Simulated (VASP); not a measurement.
A VASP calculation is set up with these files.

KPOINTS:
```
k-points along high-symmetry lines
6
Line-mode
Reciprocal
  0.000000   0.000000   0.000000 ! GAMMA
  0.500000   0.000000   0.500000 ! X

  0.500000   0.000000   0.500000 ! X
  0.625000   0.250000   0.625000 ! U

  0.375000   0.375000   0.750000 ! K
  0.000000   0.000000   0.000000 ! GAMMA

  0.000000   0.000000   0.000000 ! GAMMA
  0.500000   0.500000   0.500000 ! L

  0.500000   0.500000   0.500000 ! L
  0.500000   0.250000   0.750000 ! W

  0.500000   0.250000   0.750000 ! W
  0.500000   0.000000   0.500000 ! X
```

**POSCAR**
```
Ni
1
    0.0000000000     1.7600000000     1.7600000000
    1.7600000000     0.0000000000     1.7600000000
    1.7600000000     1.7600000000     0.0000000000
Ni
1
Direct
  0.0000000000   0.0000000000   0.0000000000
```

INCAR:
```
SYSTEM = Ni
PREC = Accurate
ENCUT = 400
EDIFF = 1E-6
NELM = 100
ALGO = Normal
LREAL = .FALSE.
LASPH = .TRUE.
ISMEAR = 1
SIGMA = 0.1
GGA = PE
LMAXMIX = 4
ISPIN = 2
MAGMOM = 0.8
LORBIT = 10
LWAVE = .FALSE.
LCHARG = .FALSE.
ISIF = 2
```

POTCAR, in this order: Ni (PBE.64 set). Program: vasp_std.

Output of the run:

File standard output:
```
 POSCAR found type information on POSCAR Ni
 POSCAR found :  1 types and       1 ions
 Reading from existing POTCAR
 Reading from existing POTCAR
 LDA part: xc-table for (Slater+PW92), standard interpolation
 POSCAR, INCAR and KPOINTS ok, starting setup
 WAVECAR not read
 entering main loop
       N       E                     dE             d eps       ncg     rms          rms(c)
DAV:   1     0.180547084275E+02    0.18055E+02   -0.40451E+03  1368   0.116E+03
DAV:   2    -0.617087436939E+01   -0.24226E+02   -0.22990E+02  1324   0.148E+02
DAV:   3    -0.643587568161E+01   -0.26500E+00   -0.26461E+00  1552   0.202E+01
DAV:   4    -0.643813305475E+01   -0.22574E-02   -0.22571E-02  1505   0.153E+00
DAV:   5    -0.643817883676E+01   -0.45782E-04   -0.45782E-04  1661   0.177E-01    0.974E+00
DAV:   6    -0.602254549825E+01    0.41563E+00   -0.10443E+01  1356   0.503E+01    0.540E+00
DAV:   7    -0.583397609547E+01    0.18857E+00   -0.12722E+00  1354   0.177E+01    0.256E+00
DAV:   8    -0.582264117541E+01    0.11335E-01   -0.42980E-03  1706   0.647E-01    0.123E+00
DAV:   9    -0.582100477176E+01    0.16364E-02   -0.11120E-03  1670   0.337E-01    0.191E-01
DAV:  10    -0.582090560015E+01    0.99172E-04   -0.53732E-04  1468   0.265E-01    0.346E-02
DAV:  11    -0.582090937026E+01   -0.37701E-05   -0.21438E-05  1404   0.732E-02    0.214E-02
DAV:  12    -0.582091064562E+01   -0.12754E-05   -0.11606E-06  1021   0.150E-02    0.948E-03
DAV:  13    -0.582091015179E+01    0.49383E-06   -0.97383E-07   702   0.172E-02
   1 F= -.58209102E+01 E0= -.58215238E+01  d E =0.184081E-02  mag=     0.8851
```

File OUTCAR:
```
------------------------ aborting loop because EDIFF is reached ----------------------------------------
  FORCE on cell =-STRESS in cart. coord.  units (eV):
  Direction    XX          YY          ZZ          XY          YZ          ZX
  --------------------------------------------------------------------------------------
  Total        0.1458595      0.1458595      0.1458595     -0.0000000     -0.0000000     -0.0000000
  in kB       21.4327163     21.4327163     21.4327163     -0.0000000     -0.0000000     -0.0000000
  external PRESSURE =      21.4327163 kB  Pullay stress =       0.0000000 kB
  volume of cell :       10.90
      direct lattice vectors                 reciprocal lattice vectors
     0.000000000  1.760000000  1.760000000    -0.284090909  0.284090909  0.284090909
     1.760000000  0.000000000  1.760000000     0.284090909 -0.284090909  0.284090909
     1.760000000  1.760000000  0.000000000     0.284090909  0.284090909 -0.284090909
 POSITION                                       TOTAL-FORCE (eV/Angst)
 -----------------------------------------------------------------------------------
      0.00000      0.00000      0.00000         0.000000      0.000000      0.000000
 -----------------------------------------------------------------------------------
    total drift:                                0.000000     -0.000000     -0.000000
  FREE ENERGIE OF THE ION-ELECTRON SYSTEM (eV)
  ---------------------------------------------------
  free  energy   TOTEN  =        -5.8209101518 eV

  energy  without entropy=       -5.8227509648  energy(sigma->0) =       -5.82152376

 total charge

# of ion       s       p       d       tot
------------------------------------------
    1        0.528   0.404   8.401   9.333

 magnetization (x)

# of ion       s       p       d       tot
------------------------------------------
    1       -0.001  -0.015   0.907   0.891
```
(Selected blocks of OUTCAR.)

### Question
The run ends quietly. Is anything wrong with it?

### Answer
The cause: a line-mode KPOINTS file was used for a self-consistent run. The run ends without an error. Against the sound run, the energy per atom (σ→0) drops by 0.347 eV/atom; the pressure goes up by 3.24 GPa; the cell moment rises by 0.26 μB. To mend it, correct KPOINTS.
### KPOINTS
```
Automatic mesh
0
Gamma
13 13 13
0 0 0
```
The mended run (PBE GGA, plane waves, VASP's PBE PAW potentials (set 64)) converges, and its OSZICAR ends with
```
   1 F= -.54742538E+01 E0= -.54742870E+01  d E =0.998251E-04  mag=     0.6269
```

The compound is Ni in the fcc structure. The cell was not relaxed at this level.
